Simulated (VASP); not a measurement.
Crystal: Si.

```xyz
2
Lattice="0.0000 2.7343 2.7343 2.7343 0.0000 2.7343 2.7343 2.7343 0.0000" Properties=species:S:1:pos:R:3 pbc="T T T"
Si    0.0000    0.0000    0.0000
Si    1.3672    1.3672    1.3672
```

The cell was built by a generator and needn't be a form met in nature.

Base run:

```yaml
Program: VASP 6.6.1
Functional: PBE0
Potentials_or_basis: VASP PAW PBE potentials, release 64 (Si)
Cutoff: 520 eV
k_mesh: 6 × 6 × 6
Occupations: gaussian, width 0.02 eV
Spin: no spin polarisation
```

Its results: band gap on the k mesh 1.99 eV, indirect (least direct gap 3.98 eV); pressure -2.0 GPa.

The run is repeated on the same cell with these changes: functional from PBE0 to HSE06. What comes out?

Band gap on the k mesh 1.35 eV, indirect (least direct gap 3.33 eV); pressure -1.8 GPa.

Caveats: the PAW data sets were made with another functional, which shifts forces and pressure a little; the mesh misses the band edges, which the band path finds closer together.
